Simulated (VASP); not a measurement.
These are PBE GGA, VASP's PBE PAW potentials (set 64) (plane waves; VASP) values and carry that method's errors.

Input for VASP

**KPOINTS**
```
Automatic mesh
0
Gamma
8 8 8
0 0 0
```

**POSCAR**
```
CdSe
1
   -0.0000000000     3.0117603500     3.0117603500
    3.0117603500     0.0000000000     3.0117603500
    3.0117603500     3.0117603500    -0.0000000000
Cd Se
1 1
Direct
  0.0000000000   0.0000000000   0.0000000000
  0.2500000000   0.2500000000   0.2500000000
```

### INCAR
```
SYSTEM = CdSe
PREC = Accurate; ENCUT = 480; LREAL = .FALSE.
LASPH = .TRUE.
EDIFF = 1E-7; NELM = 100; ALGO = Normal
LMAXMIX = 4
ISMEAR = 0; SIGMA = 0.05
GGA = PE
IBRION = 2; NSW = 40; ISIF = 3
EDIFFG = -0.01; PSTRESS = 50
LWAVE = .FALSE.; LCHARG = .FALSE.
```

POTCAR, in this order: Cd Se (PBE.64 set). Program: vasp_std.

The run wrote:

File OSZICAR:
```
       N       E                     dE             d eps       ncg     rms          rms(c)
DAV:   1     0.103113891389E+03    0.10311E+03   -0.85800E+03   762   0.116E+03
DAV:   2    -0.153458202929E+01   -0.10465E+03   -0.10065E+03   874   0.284E+02
DAV:   3    -0.577602030352E+01   -0.42414E+01   -0.42312E+01   889   0.591E+01
DAV:   4    -0.579706666661E+01   -0.21046E-01   -0.21045E-01   819   0.415E+00
DAV:   5    -0.579719417277E+01   -0.12751E-03   -0.12750E-03   874   0.296E-01    0.695E+00
DAV:   6    -0.544689749220E+01    0.35030E+00   -0.65510E-01  1005   0.111E+01    0.532E+00
DAV:   7    -0.542464686571E+01    0.22251E-01   -0.17578E-01   814   0.323E+00    0.222E+00
DAV:   8    -0.542540363189E+01   -0.75677E-03   -0.16984E-02   799   0.197E+00    0.259E-01
DAV:   9    -0.542549198458E+01   -0.88353E-04   -0.21915E-03   869   0.737E-01    0.577E-02
DAV:  10    -0.542555792011E+01   -0.65936E-04   -0.24725E-04   799   0.237E-01    0.450E-02
DAV:  11    -0.542559898206E+01   -0.41062E-04   -0.70174E-05   764   0.662E-02    0.119E-02
DAV:  12    -0.542559886374E+01    0.11832E-06   -0.62830E-06   924   0.388E-02    0.540E-03
DAV:  13    -0.542559930239E+01   -0.43865E-06   -0.20650E-06   769   0.156E-02    0.194E-03
DAV:  14    -0.542559934427E+01   -0.41878E-07   -0.57710E-08   587   0.203E-03
   1 F= -.37204962E+01 E0= -.37204962E+01  d E =-.372050E+01
```

OUTCAR:
```
------------------------ aborting loop because EDIFF is reached ----------------------------------------
  FORCE on cell =-STRESS in cart. coord.  units (eV):
  Direction    XX          YY          ZZ          XY          YZ          ZX
  --------------------------------------------------------------------------------------
  Total        1.6897906      1.6897906      1.6897906     -0.0000000      0.0000000      0.0000000
  in kB       49.5509796     49.5509796     49.5509796     -0.0000000      0.0000000      0.0000000
  external PRESSURE =      -0.4490204 kB  Pullay stress =      50.0000000 kB
  volume of cell :       54.64
      direct lattice vectors                 reciprocal lattice vectors
     0.000000000  3.011760350  3.011760350    -0.166015865  0.166015865  0.166015865
     3.011760350  0.000000000  3.011760350     0.166015865 -0.166015865  0.166015865
     3.011760350  3.011760350  0.000000000     0.166015865  0.166015865 -0.166015865
  FREE ENERGIE OF THE ION-ELECTRON SYSTEM (eV)
  ---------------------------------------------------
  free  energy   TOTEN  =        -5.4255993443 eV

  energy  without entropy=       -5.4255993443  energy(sigma->0) =       -5.42559934
  enthalpy is  TOTEN    =        -3.7204962126 eV   P V=        1.7051031317

 reached required accuracy - stopping structural energy minimisation
```
(Selected blocks of OUTCAR.)

The compound is CdSe in the zinc blende structure, whereas wurtzite is the usual form. It was relaxed first under an external pressure of 5 GPa.
